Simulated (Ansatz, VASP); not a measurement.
# TiSi: VASP beside Ansatz

Wanted: the spread between two codes on one cell, functional and k mesh. The cell is generated by rule, not measured, and may not be a known phase. The cell is taken from a series of VASP runs on this material, whose earlier steps may have relaxed, scaled or displaced it; both programs get it as it stands.

Method: plane waves, with VASP 6.6.1 beside it; band structure at PBEsol and band structure at PBEsol, spin-orbit coupling, in Ansatz 0.2.0.

The structure was built from a prototype and need not be the compound's stable phase.

## Step 1: Starting point

Symmetry: Fm-3m, No. 225, cubic system. Conventional cell: a = 5.410 Å, b = 5.410 Å, c = 5.410 Å, α = 90.00°, β = 90.00°, γ = 90.00°. Nearest to Ti lie 6 Si at 2.71 Å. Si has 6 Ti at 2.71 Å nearest. Farther neighbours are not listed.

As a file:

```xyz
2
Lattice="0.0000 2.7050 2.7050 2.7050 0.0000 2.7050 2.7050 2.7050 0.0000" Properties=species:S:1:pos:R:3 pbc="T T T"
Ti    0.0000    0.0000    0.0000
Si    2.7050    2.7050    2.7050
```

## Step 2: VASP: band structure, PBEsol

With cell and atoms fixed, the geometry can't cause a difference; cores, projectors, grids and the points listed under the comparison can.

Lines of VASP's logs that name or quote its potential files are left out, and so is its time.

Input file INCAR:

```
SYSTEM = TiSi
PREC = Accurate
ENCUT = 400
EDIFF = 1E-06
NELM = 100
ISMEAR = 0
SIGMA = 0.02
LREAL = .FALSE.
ALGO = Normal
GGA = PS
NBANDS = 20
LASPH = .TRUE.
LORBIT = 11
LWAVE = .FALSE.
LCHARG = .FALSE.
KPAR = 4
ISIF = 2
```

Input file POSCAR:

```
TiSi
1.0
    0.0000000000      2.7050000000      2.7050000000
    2.7050000000      0.0000000000      2.7050000000
    2.7050000000      2.7050000000      0.0000000000
Ti Si
1 1
Direct
    0.0000000000      0.0000000000      0.0000000000
    0.5000000000      0.5000000000      0.5000000000
```

Input file KPOINTS:

```
Automatic mesh
0
Gamma
12 12 12
0 0 0
```

Input file KPOINTS_OPT:

```
Line mode
24
Line-mode
Reciprocal
  0.00000000   0.00000000   0.00000000 GAMMA
  0.50000000   0.00000000   0.50000000 X

  0.50000000   0.00000000   0.50000000 X
  0.50000000   0.25000000   0.75000000 W

  0.50000000   0.25000000   0.75000000 W
  0.37500000   0.37500000   0.75000000 K

  0.37500000   0.37500000   0.75000000 K
  0.00000000   0.00000000   0.00000000 GAMMA

  0.00000000   0.00000000   0.00000000 GAMMA
  0.50000000   0.50000000   0.50000000 L

  0.50000000   0.50000000   0.50000000 L
  0.62500000   0.25000000   0.62500000 U

  0.62500000   0.25000000   0.62500000 U
  0.50000000   0.25000000   0.75000000 W

  0.50000000   0.25000000   0.75000000 W
  0.50000000   0.50000000   0.50000000 L

  0.50000000   0.50000000   0.50000000 L
  0.37500000   0.37500000   0.75000000 K

  0.62500000   0.25000000   0.62500000 U
  0.50000000   0.00000000   0.50000000 X
```

Potentials, in the order of the species: Ti_sv and Si (PBE family, release 64).

Command:

```sh
$ mpirun -np 4 vasp_std
```

Numbers of over 12 decimals in the logs are rounded to 6 here.

The program printed:

```text
[banner, memory and clock lines left out]
running    4 mpi-ranks, on    1 nodes
 distrk:  each k-point on    1 cores,    4 groups
 distr:  one band on    1 cores,    1 groups

 POSCAR found type information on POSCAR TiSi
 POSCAR found :  2 types and       2 ions
|                                                                             |
|               ----> ADVICE to this user running VASP <----                  |
|                                                                             |
|     You enforced a specific xc type in the INCAR file but a different       |
|     [... a line on the potential file left out ...]
|     I HOPE YOU KNOW WHAT YOU ARE DOING!                                     |
|                                                                             |

 LDA part: xc-table for (Slater+PW92), standard interpolation
 POSCAR, INCAR and KPOINTS ok, starting setup
 FFT: planning ... GRIDC
 FFT: planning ... GRID_SOFT
 FFT: planning ... GRID
 WAVECAR not read
 entering main loop
       N       E                     dE             d eps       ncg     rms          rms(c)
DAV:   1     0.104615577123E+03    0.10462E+03   -0.59803E+03  2880   0.678E+02
DAV:   2    -0.114004471731E+02   -0.11602E+03   -0.10954E+03  2932   0.218E+02
DAV:   3    -0.174462793047E+02   -0.60458E+01   -0.59374E+01  3712   0.510E+01
DAV:   4    -0.176414603838E+02   -0.19518E+00   -0.19453E+00  3432   0.821E+00
DAV:   5    -0.176479344491E+02   -0.64741E-02   -0.64735E-02  3476   0.146E+00    0.110E+01
DAV:   6    -0.151473206344E+02    0.25006E+01   -0.39357E+00  3252   0.289E+01    0.604E+00
DAV:   7    -0.146341885022E+02    0.51313E+00   -0.10799E+00  3164   0.140E+01    0.251E+00
DAV:   8    -0.146421973393E+02   -0.80088E-02   -0.13738E-01  3396   0.560E+00    0.192E+00
DAV:   9    -0.145725151595E+02    0.69682E-01   -0.56047E-02  3244   0.361E+00    0.261E-01
DAV:  10    -0.145730761519E+02   -0.56099E-03   -0.47327E-03  3236   0.435E-01    0.325E-01
DAV:  11    -0.145732091222E+02   -0.13297E-03   -0.10506E-04  3544   0.661E-02    0.501E-01
DAV:  12    -0.145729939220E+02    0.21520E-03   -0.29564E-04  3352   0.130E-01    0.245E-02
DAV:  13    -0.145729963686E+02   -0.24466E-05   -0.19360E-05  3332   0.285E-02    0.383E-02
DAV:  14    -0.145729956359E+02    0.73272E-06   -0.66515E-07  2428   0.621E-03
   1 F= -.14572996E+02 E0= -.14572910E+02  d E =-.172235E-03
 Start KPOINTS_OPT (optional k-point list driver)
k-point batch [1-72\240]
       N       E                     dE             ncg
DAV:   1    -0.845631036897E+04   -0.41538E+05     2920
DAV:   2    -0.166826574205E+05   -0.82263E+04     2936
DAV:   3    -0.171004691205E+05   -0.41781E+03     3724
DAV:   4    -0.171120588708E+05   -0.11590E+02     3548
DAV:   5    -0.171123815354E+05   -0.32266E+00     3452
DAV:   6    -0.171123917421E+05   -0.10207E-01     3572
DAV:   7    -0.171123921220E+05   -0.37983E-03     3592
DAV:   8    -0.171123921370E+05   -0.15038E-04     3032
DAV:   9    -0.171123921376E+05   -0.58160E-06     2124
[...]
k-point batch [217-240\240]
       N       E                     dE             ncg
DAV:   1     0.210299688131E+05   -0.16085E+05      976
DAV:   2     0.183306468206E+05   -0.26993E+04      972
DAV:   3     0.181911993359E+05   -0.13945E+03     1304
DAV:   4     0.181878448638E+05   -0.33545E+01     1220
DAV:   5     0.181877578756E+05   -0.86988E-01     1184
DAV:   6     0.181877551602E+05   -0.27155E-02     1200
DAV:   7     0.181877550619E+05   -0.98264E-04     1196
DAV:   8     0.181877550580E+05   -0.39163E-05     1096
DAV:   9     0.181877550578E+05   -0.15258E-06      756
```

OUTCAR, selected parts (step 2):

```text
ion  position               nearest neighbor table
   1  0.000  0.000  0.000-   2 2.71   2 2.71   2 2.71   2 2.71   2 2.71   2 2.71
   2  0.500  0.500  0.500-   1 2.71   1 2.71   1 2.71   1 2.71   1 2.71   1 2.71

  LATTYP: Found a face centered cubic cell.
 ALAT       =     5.4100000000

 Subroutine GETGRP returns: Found 48 space group operations
 (whereof 48 operations were pure point group operations)

The static configuration has the point symmetry O_h .

 Found     72 irreducible k-points:

   k-points           NKPTS =     72   k-points in BZ     NKDIM =     72   number of bands    NBANDS=     20

   dimension x,y,z NGX =    28 NGY =   28 NGZ =   28
   dimension x,y,z NGXF=    56 NGYF=   56 NGZF=   56

   ENCUT  =  400.0 eV  29.40 Ry    5.42 a.u.   6.24  6.24  6.24*2*pi/ulx,y,z

   NELECT =      16.0000    total number of electrons

 k-points in reciprocal lattice and weights: Automatic mesh
   0.00000000  0.00000000  0.00000000       0.001
   0.08333333  0.00000000  0.00000000       0.005
   0.16666667  0.00000000  0.00000000       0.005
   0.25000000  0.00000000  0.00000000       0.005
   0.33333333  0.00000000  0.00000000       0.005
   0.41666667  0.00000000  0.00000000       0.005
   0.50000000  0.00000000  0.00000000       0.002
   0.08333333  0.08333333  0.00000000       0.003
   0.16666667  0.08333333  0.00000000       0.014
[...]
-0.33333333  0.50000000  0.16666667       0.007
  -0.25000000  0.50000000  0.25000000       0.003

 average (electrostatic) potential at core
       1 -74.8217       2 -82.1787

 E-fermi :   6.3272

 k-point     1 :       0.0000    0.0000    0.0000
  band No.  band energies     occupation
      1     -50.7600      2.00000
      2     -27.0862      2.00000
      3     -27.0862      2.00000
      4     -27.0862      2.00000
      5      -3.0169      2.00000
      6       6.3872      0.00002
      7       6.3872      0.00002
      8       6.3872      0.00002
      9       6.6130      0.00000
     10       6.6130      0.00000
    ...

 k-point     2 :       0.0833    0.0000    0.0000
  band No.  band energies     occupation
    ...
      4     -27.0866      2.00000
      5      -2.9159      2.00000
      6       6.1818      2.00000
      7       6.3203      1.37288
      8       6.3203      1.37275
      9       6.5302      0.00000
     10       6.5302      0.00000
     11       8.7148      0.00000
     12       9.2590      0.00000
     13       9.2590      0.00000
    ...

 k-point     3 :       0.1667    0.0000    0.0000
  band No.  band energies     occupation
    ...
      4     -27.0877      2.00000
      5      -2.6179      2.00000
      6       5.5299      2.00000
      7       5.9153      2.00000
      8       5.9153      2.00000
      9       6.6785      0.00000
     10       6.6785      0.00000
     11       8.2926      0.00000
     12       9.8862      0.00000
     13       9.8862      0.00000
    ...

  Total       -4.3378510     -4.3378510     -4.3378510     -0.0000000      0.0000000     -0.0000000
  in kB     -175.5712548   -175.5712548   -175.5712548     -0.0000000      0.0000000     -0.0000000
  external PRESSURE =    -175.5712548 kB  Pullay stress =       0.0000000 kB

  energy-cutoff  :      400.00
  volume of cell :       39.59
      direct lattice vectors                 reciprocal lattice vectors
     0.000000000  2.705000000  2.705000000    -0.184842884  0.184842884  0.184842884
     2.705000000  0.000000000  2.705000000     0.184842884 -0.184842884  0.184842884
     2.705000000  2.705000000  0.000000000     0.184842884  0.184842884 -0.184842884

 POSITION                                       TOTAL-FORCE (eV/Angst)
 -----------------------------------------------------------------------------------
      0.00000      0.00000      0.00000         0.000000      0.000000      0.000000
      2.70500      2.70500      2.70500        -0.000000      0.000000     -0.000000
 -----------------------------------------------------------------------------------
    total drift:                               -0.000000      0.000000      0.000000

  FREE ENERGIE OF THE ION-ELECTRON SYSTEM (eV)
  ---------------------------------------------------
  free  energy   TOTEN  =       -14.5729956359 eV

  energy  without entropy=      -14.5728234013  energy(sigma->0) =      -14.57290952

 total charge
# of ion       s       p       d       tot
------------------------------------------
    1        2.147   6.078   1.868  10.093
    2        0.792   0.858   0.000   1.650
--------------------------------------------------
tot          2.939   6.936   1.868  11.743

[... 3 further parts left out ...]
```

The run ends at a pressure of -17.56 GPa.

## Step 3: Ansatz: band structure, PBEsol

Ansatz runs on its default PAW (the set named soft_2) files.

The same cell, functional, mesh and smearing now go to Ansatz, which takes its cutoff from its data sets.

Input file input.yaml:

```yaml
crystal:
  lattice:
    - [0.0, 2.705, 2.705]
    - [2.705, 0.0, 2.705]
    - [2.705, 2.705, 0.0]
  atoms:
    - { symbol: Ti, position: [0.0, 0.0, 0.0] }
    - { symbol: Si, position: [0.5, 0.5, 0.5] }
hamiltonian:
  xc: pbesol
  pseudopotentials: { kind: paw }
kpoints:
  mp_grid: { grid: [12, 12, 12] }
  band_path:
    path:
      - [0.0, 0.0, 0.0]
      - [0.17391, 0.0, 0.17391]
      - [0.34783, 0.0, 0.34783]
      - [0.5, 0.0, 0.5]
      - [0.5, 0.08696, 0.58696]
      - [0.5, 0.18478, 0.68478]
      - [0.49457, 0.25543, 0.75]
      - [0.45109, 0.29891, 0.75]
      - [0.40761, 0.34239, 0.75]
      - [0.34239, 0.34239, 0.68478]
      - [0.21196, 0.21196, 0.42391]
      - [0.08152, 0.08152, 0.16304]
      - [0.04348, 0.04348, 0.04348]
      - [0.23913, 0.23913, 0.23913]
      - [0.41304, 0.41304, 0.41304]
      - [0.5163, 0.46739, 0.5163]
      - [0.55978, 0.38043, 0.55978]
      - [0.6087, 0.28261, 0.6087]
      - [0.60326, 0.25, 0.64674]
      - [0.55978, 0.25, 0.69022]
      - [0.5163, 0.25, 0.7337]
      - [0.5, 0.30435, 0.69565]
      - [0.5, 0.3913, 0.6087]
      - [0.5, 0.47826, 0.52174]
      - [0.47283, 0.47283, 0.55435]
      - [0.42391, 0.42391, 0.65217]
      - [0.38043, 0.38043, 0.73913]
      - [0.59239, 0.18478, 0.59239]
      - [0.54891, 0.09783, 0.54891]
      - [0.5, 0.0, 0.5]
    npoints: 1
scf:
  occupations: { method: gaussian, width: 0.02 }
  n_extra_bands: 7
output:
  forces: true
  stress: true
  eigenvalues: true
```

Command:

```sh
$ ansatz run input.yaml --threads 2 --pin off --max-ram 4608MiB --backend cpu --events-out ev --progress --plain --runs-dir out
```

The program printed:

```text
scf.n_extra_bands = 7 over 8 filled bands (N_el = 16.0): the run solves 15 bands
Engine: ansatz 0.2.0, aarch64-unknown-linux-gnu
Pseudopotentials: kind: paw
Pseudopotential: Ti, paw, valence charge 12, recommended cutoff 420 eV (normal), Ti.paw.azcp
Pseudopotential: Si, paw, valence charge 4, recommended cutoff 420 eV (normal), Si.paw.azcp
Functional definition: PBEsol
  exchange = pbesol_x
  correlation = pbesol_c
Crystal: 2 atoms, lattice volume = 39.585 Å³
Basis set: ecut = 420 eV, 749 PW (Γ), exchange–correlation on 54×54×54 points (8 copies of the dense FFT grid, shifted against one another)
Bands: 15, of which v1, the nominal top of the filled ones, is band 8 counted from 1 (7 counted from 0)
Symmetry: 48 space group operations
Space group: Fm-3m (ITA 225), of the structure as read, at distance tolerance 3.4e-5 Å
k-points: 72 of 1728
Non-local potential: Ti, projectors of the file, l = 0: 3, l = 1: 2, l = 2: 3, l = 3: 1
Non-local potential: Si, projectors of the file, l = 0: 2, l = 1: 2, l = 2: 2
PAW form: soft (Blöchl's): semilocal exchange-correlation on the pseudo side does not see the compensation charge
PAW frozen core: Ti, regenerated for the run's functional, and the local potential with it (the file was generated under x = pbe(κ = 0.804, μ = 0.219515), c = pbe(β = 0.066725))
PAW frozen core: Si, regenerated for the run's functional, and the local potential with it (the file was generated under x = pbe(κ = 0.804, μ = 0.219515), c = pbe(β = 0.066725))
PAW one-centre angular grid: Ti, 590 points (default); XC on 64 Gauss nodes
PAW one-centre angular grid: Si, 110 points (default); XC on 64 Gauss nodes
Initial density: superposition of atomic densities (neutral atoms: chi_scale 0, normalization atom), corrected by the library's trained network
Initial wavefunctions: pseudopotential atomic-orbital guess
Functional: x = pbesol(κ = 0.804, μ = 0.123457), c = pbesol(β = 0.046)
SCF iter   1: F=—  HF=-3095.879871 eV  |F-HF|=—  |Δ(HF+E_count)|=         —  Δρ=7.60e-3  dr2=2.20e-2  ethr=1.77e-3  ⟨swp⟩=5.6  Hψ=5767  notcnv=0
preconditioner: auto → Kerker (q_TF=auto, 2.346 Å⁻¹)  [metal: Δε(μ)=0.006 eV  Ē_g=6.804 eV  σ=0.020 eV  W_gap=0.18  n_scr=14 (ndim 8)  ℏωp=16.7 eV  f_vac=0.000  D(μ)=1.27/eV (n_scr^D=14)]
SCF iter   2: F=—  HF=-3095.877544 eV  |F-HF|=—  |Δ(HF+E_count)|=   2.33e-3  Δρ=4.14e-3  dr2=6.53e-3  ethr=1.38e-4  ⟨swp⟩=2.0  Hψ=2014  notcnv=0  defer=110
SCF iter   3: F=—  HF=-3095.876690 eV  |F-HF|=—  |Δ(HF+E_count)|=   8.54e-4  Δρ=4.19e-4  dr2=1.00e-4  ethr=4.08e-5  ⟨swp⟩=2.2  Hψ=1413  notcnv=0  defer=131
SCF iter   4: F=—  HF=-3095.876688 eV  |F-HF|=—  |Δ(HF+E_count)|=   2.40e-6  Δρ=6.27e-5  dr2=1.63e-6  ethr=6.28e-7  ⟨swp⟩=2.4  Hψ=1210  notcnv=0  defer=132
SCF iter   5: F=—  HF=-3095.876688 eV  |F-HF|=—  |Δ(HF+E_count)|=   2.41e-7  Δρ=2.00e-5  dr2=3.08e-7  ethr=1.02e-8  ⟨swp⟩=1.5  Hψ=1081  notcnv=0  defer=132
SCF iter   6: F=-3095.876688 eV  HF=-3095.876688 eV  |F-HF|=1.80e-8  |Δ(HF+E_count)|=   5.50e-8  Δρ=5.84e-6  dr2=2.25e-8  ethr=6.25e-10  ⟨swp⟩=7.2  Hψ=4077  notcnv=0
SCF 1 converged in 6 iterations: F = -3095.876688 eV  dr2 = 2.25e-8
  greatest PAW one-centre occupation: 0.999 electrons in one spin orbital (limit 2), on the Ti atom at site 0 (counted from 0), in its partial waves of l = 0
NSCF: frozen V_eff on 30 k-points
SCF converged after 6 iterations
Free energy (F): -3095.876688 eV
Harris-Foulkes:  -3095.876688 eV  (|F-HF|=1.80e-8)
Internal energy: -3095.876515 eV  (E = F + TS)
E sigma→0 (E₀):  -3095.876601 eV
Entropy (-TS):   -0.000174 eV (-0.087 meV/atom)
Fermi energy:    8.711083 eV
--- Per-component energies (eV) ---
  E_band       = -201.078679
  E_kinetic    = 306.305685
  E_local      = -1099.135340  (includes V_loc(G=0)·N_el)
  E_nonlocal   = 35.374111
  E_hartree    = 446.973874
  E_xc         = -149.300153
  E_vxc        = -165.554196  (∫ρ·V_xc dr)
  E_paw        = -1520.769282  (= ΣΔE_a)
  E_vpaw       = -172.021819  (= ΣTr[D̂ρ^β])
  E_aug_tail   = 0.000114  (compensation charges beyond the density's cutoff)
  E_ewald      = -1115.496470
  E_core_change = 0.170945  (= ΣΔE_core)
  E_smearing   = -0.000174  (= −TS)
  E_closure    = -0.000000  (closes the sum)
  Σ components = -3095.876688   (vs F -3095.876688, Δ=0.00e0)
--- Forces (eV/Å), atoms counted from 1 ---
  atom   1  Ti    -0.00000000     0.00000000     0.00000000
  atom   2  Si     0.00000000    -0.00000000     0.00000000
  max |Σ_I F_I| component: 1.03e-30 eV/Å
--- Stress (GPa, compression-positive) ---
      -17.347131       0.000000      -0.000000
        0.000000     -17.347131       0.000000
       -0.000000      -0.000000     -17.347131
  P = ⅓ Tr σ = -17.3471 GPa (-173.471 kbar)
--- Band table (eV; the first three rows and the last of 72) ---
  k-point 0: bands = [... 4 lower, -0.6476, 8.7715, 8.7715, 8.7715, 8.9984, 8.9984, 11.3572, 11.3572, ... 3 higher]
  k-point 1: bands = [... 4 lower, -0.5463, 8.5653, 8.7044, 8.7044, 8.9150, 8.9150, 11.0930, 11.6383, ... 3 higher]
  k-point 2: bands = [... 4 lower, -0.2473, 7.9114, 8.2984, 8.2984, 9.0631, 9.0631, 10.6714, 12.2669, ... 3 higher]
  k-point 71: bands = [... 4 lower, 2.1944, 6.1717, 6.1717, 6.8603, 10.1683, 10.1683, 10.2781, 10.2844, ... 3 higher]
```

Run time: 1.9 s. Hardware: 2 threads of Arm Neoverse V2, shared host; peak memory 0.33 GiB; 3.2 s of CPU time.

Reading the cycles: dr2 is the Hartree energy of the density residual (eV), the measure of convergence; HF is the Harris–Foulkes estimate of the energy, which meets the free energy F at convergence.

## Step 4: Side by side

Known differences besides the potentials themselves: the cutoff is 420 eV in Ansatz and 400 eV in VASP; Ansatz makes its cores anew for this functional, VASP keeps those of its PBE data sets. Total energies have different zeros and are not compared.

Compared:

```
      quantity  Ansatz    VASP  difference
pressure (GPa)  -17.35  -17.56       +0.21
```

Levels from 3 eV below to 2 eV above the Fermi level differ by 3 meV r.m.s. and 9 meV at most; each VASP level is matched to the nearest of Ansatz, which flatters the figure a little.

## Step 5: Ansatz: band structure, PBEsol, spin-orbit coupling

A single point gives forces, pressure and levels at one fixed geometry, so differences don't come from the geometry; what else differs is listed under the comparison.

The cell is taken from a series of VASP runs on this material, whose earlier steps may have relaxed, scaled or displaced it; both programs get it as it stands.

Input file input.yaml:

```yaml
crystal:
  lattice:
    - [0.0, 2.705, 2.705]
    - [2.705, 0.0, 2.705]
    - [2.705, 2.705, 0.0]
  atoms:
    - { symbol: Ti, position: [0.0, 0.0, 0.0] }
    - { symbol: Si, position: [0.5, 0.5, 0.5] }
hamiltonian:
  xc: pbesol
  pseudopotentials: { kind: paw_fr }
magnetization:
  noncollinear: true
  spin_orbit: true
kpoints:
  mp_grid: { grid: [10, 10, 10] }
  band_path:
    path:
      - [0.0, 0.0, 0.0]
      - [0.16667, 0.0, 0.16667]
      - [0.33333, 0.0, 0.33333]
      - [0.5, 0.0, 0.5]
      - [0.5, 0.08333, 0.58333]
      - [0.5, 0.18333, 0.68333]
      - [0.5, 0.25, 0.75]
      - [0.45, 0.3, 0.75]
      - [0.40833, 0.34167, 0.75]
      - [0.35, 0.35, 0.7]
      - [0.225, 0.225, 0.45]
      - [0.075, 0.075, 0.15]
      - [0.03333, 0.03333, 0.03333]
      - [0.23333, 0.23333, 0.23333]
      - [0.4, 0.4, 0.4]
      - [0.51667, 0.46667, 0.51667]
      - [0.55833, 0.38333, 0.55833]
      - [0.60833, 0.28333, 0.60833]
      - [0.60833, 0.25, 0.64167]
      - [0.55833, 0.25, 0.69167]
      - [0.51667, 0.25, 0.73333]
      - [0.5, 0.3, 0.7]
      - [0.5, 0.38333, 0.61667]
      - [0.5, 0.48333, 0.51667]
      - [0.475, 0.475, 0.55]
      - [0.425, 0.425, 0.65]
      - [0.38333, 0.38333, 0.73333]
      - [0.59167, 0.18333, 0.59167]
      - [0.55, 0.1, 0.55]
      - [0.5, 0.0, 0.5]
    npoints: 1
scf:
  occupations: { method: gaussian, width: 0.02 }
  n_extra_bands: 14
output:
  forces: true
  stress: true
  eigenvalues: true
```

The program printed:

```text
[...]
non-collinear run that drives no moment, with spin-orbit: no starting moment large enough to seed its density (crystal.atoms[].spin), no starting occupations that ask for one, no magnetisation constraint and no magnetic field, so the semilocal B_xc is pinned to zero
Crystal: 2 atoms, lattice volume = 39.585 Å³
[...]
k-point 0: bands = [... 12 lower, 8.7661, 8.7661, 8.7897, 8.7897, 9.0038, 9.0038, 9.0038, 9.0038, ... 10 higher]
  k-point 1: bands = [... 12 lower, 8.6316, 8.6316, 8.6534, 8.6534, 8.9248, 8.9248, 8.9386, 8.9386, ... 10 higher]
  k-point 2: bands = [... 12 lower, 8.1170, 8.1170, 8.1240, 8.1240, 9.1610, 9.1610, 9.1681, 9.1681, ... 10 higher]
  k-point 46: bands = [... 12 lower, 6.4391, 6.4391, 6.9896, 6.9896, 9.9806, 9.9806, 10.2529, 10.2529, ... 10 higher]
[key lines of the parts left out:]
SCF converged after 8 iterations
Magnetization: |M| = 0.0000 μB,  M = (+0.0000, +0.0000, +0.0000) μB
Free energy (F): -3095.945642 eV
Fermi energy:    8.695866 eV
P = ⅓ Tr σ = -17.3646 GPa (-173.646 kbar)
```

Wall time 8.7 s (2 threads); peak memory 0.46 GiB; 17 s of CPU time.

(Continued in part 2 of 2.)

[Lines on the potential files, build, host, timing and source positions are cut from VASP's logs without a mark.]

[Logs are printed without paths, hosts, clocks, repeated set-up lines and the standing remarks that a program may print on its own settings, such as how far it seeks lower states.]

[Hosts, paths, dates, database ids (printed as entryN), source tags and the programs' standing remarks are cut or masked in the printed files.]
